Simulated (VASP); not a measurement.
# KCdCO3F: O into a neighbouring O vacancy, part 3 of 5

Wanted: the minimum-energy path in KCdCO3F for this move: O into a neighbouring O vacancy. The start is a cell from a database of measured crystal structures.

VASP 6.6.1; LDA; plane waves and PAW (Cd, K_pv, F, O, C).

So far. Step 2 (Relax the host): The run ended after 16 ionic steps, 0.286 eV below its first step, once forces and stress met EDIFFG = -0.02. Step 3 (Relax the host again, on a new basis): The start already met the threshold, so nothing moved.

### Step 5. Going on with the relaxation

The relaxation goes on from where it stopped.

INCAR reads:

```
SYSTEM = K4Cd4C4O11F4
PREC = Normal
ENCUT = 400
EDIFF = 1E-05
NELM = 120
ISMEAR = 0
SIGMA = 0.05
LREAL = Auto
ALGO = Fast
GGA = CA
NBANDS = 111
LORBIT = 11
LWAVE = .FALSE.
LCHARG = .FALSE.
KPAR = 3
LASPH = .TRUE.
IBRION = 2
NSW = 60
ISIF = 2
EDIFFG = -0.05
POTIM = 0.25
MAXMIX = 40
ISYM = 0
```

POSCAR reads:

```
K4Cd4C4O11F4
1.0
   -7.4591300124      4.3065307206      4.3693651570
    7.4591300124     -4.3065307206      4.3693651570
    2.4863766708      4.3065307206     -4.3693651570
Cd K F O C
4 4 4 11 4
Direct
    0.4434591584      0.5688101953      0.5129654068
    0.9024960988      0.0878994572      0.4900673757
    0.9257445320      0.5794253275      0.0053396713
    0.4328280258      0.0794028916      0.0110476526
    0.9934163556      0.9871337307      0.9803803336
    0.4931642629      0.4870017543      0.9818144808
    0.4989127993      0.0043826097      0.5086988695
    0.0052268219      0.5096356395      0.5109788640
    0.1579383742      0.3333553509      0.4850447909
    0.6513317627      0.8272000925      0.4831347569
    0.6825917707      0.3359026254      0.0157415621
    0.1808900281      0.8336105804      0.0162825363
    0.1006098565      0.0562780132      0.6588221890
    0.1449824890      0.5726651127      0.2175508333
    0.6636653166      0.0610929581      0.2255227294
    0.6741101933      0.4013329293      0.5764614261
    0.1864415869      0.8891291338      0.5755182553
    0.1874864132      0.3729423679      0.0617962324
    0.6456470734      0.8289389436      0.9731704645
    0.4213509962      0.2912405852      0.2129139213
    0.9319686474      0.8022269588      0.2354559639
    0.9457682570      0.3323429786      0.7779017408
    0.4308400094      0.8481021285      0.7815945017
    0.5538796064      0.4143780196      0.4694167197
    0.0737511400      0.9160589541      0.4906949154
    0.0942528227      0.4262807702      0.0213061010
    0.5786260047      0.9111377368      0.9901583346
```

KPOINTS reads:

```
Automatic mesh
0
Gamma
2 2 2
0 0 0
```

PAW data sets: Cd, K_pv, F, O and C (LDA family, release 64).

Started as:

```sh
> mpirun -np 3 vasp_std
```

Log:

```text
[... set-up lines as in an earlier step ...]
 entering main loop
       N       E                     dE             d eps       ncg     rms          rms(c)
DAV:   1     0.159351801987E+04    0.15935E+04   -0.81341E+04  1776   0.135E+03
DAV:   2    -0.103510482541E+02   -0.16039E+04   -0.15428E+04  2023   0.398E+02
DAV:   3    -0.182450035075E+03   -0.17210E+03   -0.17091E+03  2065   0.144E+02
DAV:   4    -0.185917075628E+03   -0.34670E+01   -0.34522E+01  1976   0.210E+01
[...]
RMM:  13    -0.168722771572E+03   -0.21907E-03   -0.15527E-03  1863   0.106E-01    0.360E-02
RMM:  14    -0.168722801147E+03   -0.29574E-04   -0.31026E-04  1664   0.420E-02    0.141E-02
RMM:  15    -0.168722803427E+03   -0.22801E-05   -0.53266E-05  1391   0.190E-02
   1 F= -.16872280E+03 E0= -.16872280E+03  d E =-.168723E+03
[... from here on, the cycles between the ionic steps are left out ...]
   2 F= -.16873313E+03 E0= -.16873313E+03  d E =-.103261E-01
   6 F= -.16876835E+03 E0= -.16876835E+03  d E =-.970849E-02
  11 F= -.16881418E+03 E0= -.16881418E+03  d E =-.348755E-01
  16 F= -.16883973E+03 E0= -.16883973E+03  d E =-.135652E-01
  21 F= -.16886560E+03 E0= -.16886560E+03  d E =-.954239E-02
  26 F= -.16888836E+03 E0= -.16888836E+03  d E =-.583287E-02
  31 F= -.16890389E+03 E0= -.16890389E+03  d E =-.423083E-02
  36 F= -.16891700E+03 E0= -.16891700E+03  d E =-.889154E-02
  41 F= -.16892456E+03 E0= -.16892456E+03  d E =-.705097E-02
  46 F= -.16894079E+03 E0= -.16894079E+03  d E =-.967859E-02
  51 F= -.16895373E+03 E0= -.16895373E+03  d E =-.351403E-02
  56 F= -.16896343E+03 E0= -.16896343E+03  d E =-.323148E-02
  59 F= -.16896670E+03 E0= -.16896670E+03  d E =-.283489E-02
  60 F= -.16896898E+03 E0= -.16896898E+03  d E =-.228134E-02
 trial-energy change:   -0.002281  1 .order   -0.002165   -0.002968   -0.001362
 step:   1.2973(harm=  1.5853)  dis= 0.00758  next Energy=  -168.969345 (dE=-0.265E-02)
```

Elapsed: 20 min, on 3 MPI ranks of Intel Xeon 6975P-C (Granite Rapids), shared host; peak memory 1.1 GiB.

Parts of OUTCAR (step 5):

```text
 k-point     1 :       0.0000    0.0000    0.0000
  band No.  band energies     occupation
    ...
     89      -1.7684      2.00000
     90      -1.4743      2.00000
     91      -1.1260      2.00000
     92      -1.0895      2.00000
     93      -0.4320      2.00000
     94       2.6360      0.00000
     95       3.5282      0.00000
     96       3.9208      0.00000
     97       4.7281      0.00000
     98       4.8152      0.00000
    ...

  Total       -7.7309131     -6.7935779     -7.4663675      0.6189250     -0.0728656     -0.0518933
  in kB      -33.0931855    -29.0807994    -31.9607636      2.6493893     -0.3119108     -0.2221360
  external PRESSURE =     -31.3782495 kB  Pullay stress =       0.0000000 kB

 POSITION                                       TOTAL-FORCE (eV/Angst)
 -----------------------------------------------------------------------------------
      2.29851      1.69097      2.18269         0.018542     -0.026490     -0.025130
     -4.87341      5.70872      2.18011         0.008894      0.044510      0.027517
     -2.52275      1.52860      6.55236         0.015482     -0.030688      0.004837
     -0.11832      5.70517     -2.18595        -0.032813      0.085966     -0.003899
     -4.97205      8.57148      0.03943        -0.010380     -0.009897     -0.002752
      2.49362      4.26710     -0.04281        -0.018575     -0.022273      0.003832
     -2.49000      4.30468      0.00926        -0.020655      0.027792      0.003792
     -2.48978      4.30724      4.35652        -0.020627      0.021990     -0.005887
      2.62173      1.42171     -0.00764        -0.035753      0.015165      0.009708
      2.62553      1.43617      4.37098        -0.032453      0.001158     -0.017799
     -0.18952      5.76702      0.00374         0.039100     -0.012538     -0.025502
      7.27238      1.46335     -0.00635         0.037638     -0.013250      0.018536
      1.22665      3.14020     -2.18447        -0.005053     -0.024433      0.000854
      3.74300     -0.95355      2.18125         0.002851      0.000188     -0.000217
[...]
-----------------------------------------------------------------------------------
    total drift:                                0.007160     -0.007498     -0.007704

  FREE ENERGIE OF THE ION-ELECTRON SYSTEM (eV)
  ---------------------------------------------------
  free  energy   TOTEN  =      -168.9689804647 eV

  energy  without entropy=     -168.9689804647  energy(sigma->0) =     -168.96898046

[... 5 parts as in an earlier step ...]

[... 11 further parts left out ...]
[key lines of the parts left out:]
E-fermi :   0.0517
```

The steps of the relaxation (22 of 60):

```
step  energy less that of the first step (eV)  largest force (eV/Å)
   1                                   0.0000                0.7704
   4                                  -0.0277                0.3542
   7                                  -0.0565                0.6816
   9                                  -0.0852                0.3975
  12                                  -0.1016                0.3697
  15                                  -0.1218                0.3416
  18                                  -0.1330                0.2624
  21                                  -0.1428                0.3995
  23                                  -0.1578                0.1696
  26                                  -0.1656                0.2030
  29                                  -0.1767                0.2078
  32                                  -0.1843                0.2591
  35                                  -0.1885                0.2954
  38                                  -0.1987                0.2322
  40                                  -0.1999                0.4831
  43                                  -0.2083                0.3270
  46                                  -0.2180                0.2633
  49                                  -0.2271                0.2394
  52                                  -0.2315                0.1921
  54                                  -0.2372                0.1504
  57                                  -0.2411                0.1440
  60                                  -0.2462                0.0921
```

The atoms that moved most (Å):

```
atom      dx      dy      dz  length
 O23  -0.486   0.077   0.006   0.492
 O19   0.175   0.382  -0.004   0.421
 O15   0.110  -0.312   0.002   0.331
 O16   0.198   0.014   0.008   0.199
 O17  -0.151  -0.104   0.000   0.184
 Cd4   0.004  -0.171  -0.006   0.171
 F11  -0.129  -0.100  -0.008   0.164
 F10   0.112   0.113   0.022   0.161
```

The relaxed structure:

```xyz
27
Lattice="-7.4591 4.3065 4.3694 7.4591 -4.3065 4.3694 2.4864 4.3065 -4.3694" Properties=species:S:1:pos:R:3 pbc="T T T"
Cd    2.2985    1.6910    2.1827
Cd   -4.8734    5.7087    2.1801
Cd   -2.5228    1.5286    6.5524
Cd   -2.6047    1.3986    2.1834
K     2.4871    4.2649    4.4088
K     2.4936    4.2671   -0.0428
K    -2.4900    4.3047    0.0093
K     4.9694    0.0007   -0.0128
F     2.6217    1.4217   -0.0076
F     2.6255    1.4362    4.3710
F    -2.6759    1.4605    4.3731
F     4.7860   -2.8432    4.3630
O     1.2266    3.1402   -2.1845
O     3.7430   -0.9535    2.1812
O    -3.8239    3.2546    2.1835
O    -0.4034    3.6711    2.1882
O     6.5212   -0.6520    2.1854
O     1.5617   -0.5123    2.1816
O     3.9623    3.7839    2.1872
O    -0.4367    1.4840    2.1841
O    -0.3091    1.5222    6.5501
O    -2.6815    5.9861    2.1817
O     4.5702    1.6462    2.1794
C     0.2316    2.5758    2.1829
C     7.4606   -1.5357    2.1840
C     2.5270   -1.3506    2.1808
C     4.8857    2.8827    2.1838
```

The run used up its steps with a largest force of 0.09 eV/Å at its last finished step, short of the threshold.

### Step 6. Relax the end

The end state is relaxed in the same way, so that both ends share their errors.

INCAR, as its differences from that of step 5:

```diff
@@ -20,3 +20,3 @@
 EDIFFG = -0.05
-POTIM = 0.25
+POTIM = 0.4
 MAXMIX = 40
```

POSCAR reads:

```
K4Cd4C4O11F4
1.0
   -7.4591300124      4.3065307206      4.3693651570
    7.4591300124     -4.3065307206      4.3693651570
    2.4863766708      4.3065307206     -4.3693651570
Cd K F O C
4 4 4 11 4
Direct
    0.4101444211      0.5790939360      0.4947090059
    0.9167798175      0.0844345214      0.5041449403
    0.9187733320      0.5849205665      0.0015498602
    0.4170452102      0.0851761767      0.0026554471
   -0.0026999521     -0.0044462311      0.0031567061
    0.4968144860      0.4964973419     -0.0001638880
    0.5004615345      0.0018869639      0.4984008091
    0.0043433315      0.5033138658      0.5020781552
    0.1611674307      0.3296208891      0.4977198468
    0.6648323477      0.8351542101      0.5031383426
    0.6681724646      0.3353514601     -0.0003766064
    0.1650631624      0.8317820937      0.0001161191
    0.1569456790      0.0669126865      0.7208103736
    0.1486376086      0.5612947639      0.2212211027
    0.6614479576      0.0675526742      0.2335821891
    0.6572658687      0.5618893407      0.7230034644
    0.1582316034      0.8419734247      0.4977698821
    0.1580636123      0.3412811802      0.0001528426
    0.6549045804      0.8379325527     -0.0028125795
    0.4292442990      0.3383846179      0.2726314485
    0.9341083835      0.8449223995      0.2792775101
    0.9328549505      0.3421946335      0.7760956646
    0.4323577904      0.8407072324      0.7783714996
    0.5795453033      0.4152399650      0.4996192839
    0.0861508059      0.9181267551      0.4968288806
    0.0788122810      0.4095958079     -0.0018063963
    0.5848805334      0.9171662944      0.0031301126
```

KPOINTS is that of step 5.

Started as:

```sh
> mpirun -np 3 vasp_std
```

Log:

```text
[... set-up lines as in an earlier step ...]
 entering main loop
       N       E                     dE             d eps       ncg     rms          rms(c)
DAV:   1     0.158919062428E+04    0.15892E+04   -0.81241E+04  1776   0.135E+03
DAV:   2    -0.855354240351E+01   -0.15977E+04   -0.15340E+04  2021   0.397E+02
DAV:   3    -0.181561862257E+03   -0.17301E+03   -0.17161E+03  2041   0.144E+02
DAV:   4    -0.185155705397E+03   -0.35938E+01   -0.35784E+01  1984   0.213E+01
[...]
RMM:  13    -0.167509558989E+03   -0.19894E-03   -0.14999E-03  1838   0.109E-01    0.293E-02
RMM:  14    -0.167509599134E+03   -0.40145E-04   -0.33077E-04  1694   0.421E-02    0.117E-02
RMM:  15    -0.167509602249E+03   -0.31157E-05   -0.45178E-05  1330   0.181E-02
   1 F= -.16750960E+03 E0= -.16750960E+03  d E =-.167510E+03
[... from here on, the cycles between the ionic steps are left out ...]
   2 F= -.16733164E+03 E0= -.16733164E+03  d E =0.177965E+00
   6 F= -.16781495E+03 E0= -.16781495E+03  d E =-.326340E-01
  11 F= -.16794181E+03 E0= -.16794181E+03  d E =-.428807E-01
  16 F= -.16796673E+03 E0= -.16796673E+03  d E =-.246787E-01
  21 F= -.16801194E+03 E0= -.16801194E+03  d E =-.177367E-01
  26 F= -.16808062E+03 E0= -.16808062E+03  d E =-.142011E-01
  31 F= -.16818638E+03 E0= -.16818638E+03  d E =-.909222E-01
  36 F= -.16827553E+03 E0= -.16827553E+03  d E =-.328768E-01
  41 F= -.16841443E+03 E0= -.16841443E+03  d E =-.301245E-01
  46 F= -.16856421E+03 E0= -.16856421E+03  d E =-.738706E-01
  51 F= -.16867207E+03 E0= -.16867207E+03  d E =-.484265E-01
  56 F= -.16876661E+03 E0= -.16876661E+03  d E =-.215421E-01
  59 F= -.16880286E+03 E0= -.16880286E+03  d E =-.302976E-01
  60 F= -.16881960E+03 E0= -.16881960E+03  d E =-.167406E-01
 trial-energy change:   -0.016741  1 .order   -0.016649   -0.018924   -0.014374
 step:   0.7252(harm=  0.9240)  dis= 0.04099  next Energy=  -168.836935 (dE=-0.341E-01)
```

Run time: 21 min. Hardware: 3 MPI ranks; peak memory 1 GiB.

OUTCAR, selected parts (step 6):

```text
 k-point     1 :       0.0000    0.0000    0.0000
  band No.  band energies     occupation
    ...
     89      -1.7751      2.00000
     90      -1.3431      2.00000
     91      -1.1545      2.00000
     92      -0.9578      2.00000
     93      -0.2807      2.00000
     94       2.4620      0.00000
     95       3.6224      0.00000
     96       3.9365      0.00000
     97       4.6628      0.00000
     98       4.8611      0.00000
    ...

  Total       -8.1287994     -7.8808545     -7.9435896     -0.3698022     -0.0756706     -0.0741705
  in kB      -34.7963898    -33.7350291    -34.0035750     -1.5829866     -0.3239180     -0.3174964
  external PRESSURE =     -34.1783313 kB  Pullay stress =       0.0000000 kB

 POSITION                                       TOTAL-FORCE (eV/Angst)
 -----------------------------------------------------------------------------------
      2.65597      1.46801      2.18167         0.102629     -0.204505     -0.023201
     -5.05100      5.62554      2.17960        -0.028248      0.029807     -0.006066
     -2.45604      1.59315      6.53788         0.102924     -0.229575      0.029613
     -2.26267      1.73088      2.17180         0.019960      0.050248     -0.024461
      2.44986      4.24863      4.39498        -0.025273      0.018393     -0.060419
      2.45268      4.24345     -0.03737        -0.037201      0.032848      0.034440
     -2.41692      4.35288     -0.03442        -0.005854     -0.041533      0.009645
      5.02994      0.04978      0.00275         0.016051     -0.047765      0.025543
      2.57850      1.42042     -0.02613         0.039966     -0.020316      0.053103
      2.57093      1.43135      4.38329         0.041914     -0.028157     -0.024328
     -0.04373      5.73175     -0.02566        -0.062497      0.019781      0.041660
      7.41046      1.42355     -0.00281        -0.055852      0.021211     -0.034520
      0.94395      3.82684     -2.19982         0.093073     -0.220663      0.022647
      3.38964     -0.65088      2.18516        -0.072470     -0.162438     -0.011410
[...]
-----------------------------------------------------------------------------------
    total drift:                               -0.008201     -0.000742      0.013120

  FREE ENERGIE OF THE ION-ELECTRON SYSTEM (eV)
  ---------------------------------------------------
  free  energy   TOTEN  =      -168.8195976892 eV

  energy  without entropy=     -168.8195976892  energy(sigma->0) =     -168.81959769

[... 5 parts as in an earlier step ...]

[... 11 further parts left out ...]
[key lines of the parts left out:]
E-fermi :   0.2165
```

Step by step (22 of 60):

```csv
step,energy less that of the first step (eV),largest force (eV/Å)
1,0.0000,2.3668
4,-0.2482,1.0718
7,-0.3053,0.6865
9,-0.3893,0.9014
12,-0.4325,0.4408
15,-0.4465,1.0460
18,-0.4846,0.4172
21,-0.5023,1.2319
23,-0.5201,0.7553
26,-0.5710,0.5202
29,-0.6506,0.7324
32,-0.6929,0.9720
35,-0.7331,1.0939
38,-0.8307,0.7722
40,-0.8747,1.0247
43,-0.9471,1.7189
46,-1.0546,0.6807
49,-1.1140,0.9633
52,-1.1921,0.5041
54,-1.2306,0.3591
57,-1.2630,0.4143
60,-1.3100,0.4375
```

The atoms that moved most (Å):

| atom | dx | dy | dz | length |
| --- | --- | --- | --- | --- |
| O16 | -0.677 | 0.159 | 0.006 | 0.696 |
| O20 | 0.521 | -0.076 | 0.010 | 0.526 |
| O18 | -0.137 | -0.426 | 0.005 | 0.448 |
| O13 | -0.177 | 0.335 | -0.028 | 0.380 |
| Cd4 | 0.206 | 0.290 | -0.011 | 0.356 |
| C24 | -0.186 | -0.298 | 0.009 | 0.351 |
| O22 | 0.300 | -0.071 | -0.009 | 0.309 |
| O14 | -0.238 | 0.174 | 0.050 | 0.299 |

Final coordinates:

```
Cd K F O C
1.0
    -7.45913    4.30653    4.36937
     7.45913   -4.30653    4.36937
     2.48638    4.30653   -4.36937
Cd K F O C
4 4 4 11 4
Direct
  0.42009 0.60193 0.52271
  0.90256 0.06812 0.47184
  0.93312 0.59369 0.03050
  0.44949 0.12150 0.07393
  0.99621 0.99590 0.98624
  0.48840 0.48867 0.98563
  0.50144 0.00574 0.51505
  0.00610 0.50895 0.51442
  0.16192 0.33873 0.50664
  0.66778 0.84319 0.50778
  0.66254 0.32540 0.99381
  0.16496 0.82742 0.99302
  0.19257 0.06533 0.76137
  0.17449 0.55309 0.22747
  0.65984 0.06692 0.22998
  0.67645 0.50376 0.68261
  0.14381 0.82227 0.46955
  0.10914 0.30328 0.91213
  0.65119 0.83913 0.99177
  0.42154 0.38744 0.31176
  0.94636 0.86626 0.31530
  0.92358 0.36723 0.79390
  0.43126 0.84839 0.78290
  0.54598 0.38021 0.42902
  0.09527 0.92048 0.51888
  0.06951 0.40735 0.97777
  0.57876 0.91757 0.99899
```

The run used up its steps with a largest force of 0.44 eV/Å at its last finished step, so it is continued.

(Part 3 of 5 ends here.)

[Lines on the potential files, build, host, timing and source positions are cut from VASP's logs without a mark.]

[Logs are printed without paths, hosts, clocks, repeated set-up lines and the standing remarks that a program may print on its own settings, such as how far it seeks lower states.]

[Hosts, paths, dates, database ids (printed as entryN), source tags and the programs' standing remarks are cut or masked in the printed files.]

[Runs that stopped without an error message from VASP are left out.]
